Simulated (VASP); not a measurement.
Energy against volume of NaF (rock salt). All values below come from rev-vdW-DF2, VASP's PBE PAW potentials (set 64) (plane waves; VASP).

| V (Å³/atom) | E (eV/atom) |
|---|---|
| 11.729 | -2.55784 |
| 12.103 | -2.56482 |
| 12.478 | -2.56761 |
| 12.852 | -2.56693 |
| 13.226 | -2.56325 |

Fit a third-order Birch-Murnaghan equation of state.

The volume per atom is 12.58 Å³/atom and the bulk modulus is 48.1 GPa. The pressure derivative of the bulk modulus comes out as 4.58 and the lattice constant a is 4.652 Å.

The compound is NaF in the rock salt structure. It was relaxed first.
